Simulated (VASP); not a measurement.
SnO (litharge) relaxed at rising pressure, in one space group throughout; other phases were not tried. The pressures are those reached. Method: PBEsol GGA, VASP's PBE PAW potentials (set 64) (plane waves; VASP).

Without a dispersion term in the relaxation, distances and binding between the weakly bound layers, chains or molecules are unreliable, and so is what depends on them.

```tsv
P (GPa)	V (Å³/atom)	k-mesh
0.07	17.107	8×8×7
5.11	15.483	8×8×7
10.01	14.613	8×8×7
19.99	13.472	9×9×8
29.98	12.714	9×9×8
```

A change of mesh leaves a small step in the series.

Q: Fit an equation of state and predict the volume at 45.03 GPa.

A: Least squares on the third-order Birch-Murnaghan form, P = (3B0/2)(y⁷ − y⁵)[1 + (3/4)(B′ − 4)(y² − 1)] with y = (V0/V)^(1/3), gives V0 = 17.123 Å³/atom, B0 = 36 GPa and B′ = 7.3, and so 11.925 Å³/atom. The run gave 11.912 Å³/atom, -0.1 % from the fit.

Pressures at which the relaxation failed are left out.

The compound is SnO in the litharge structure.
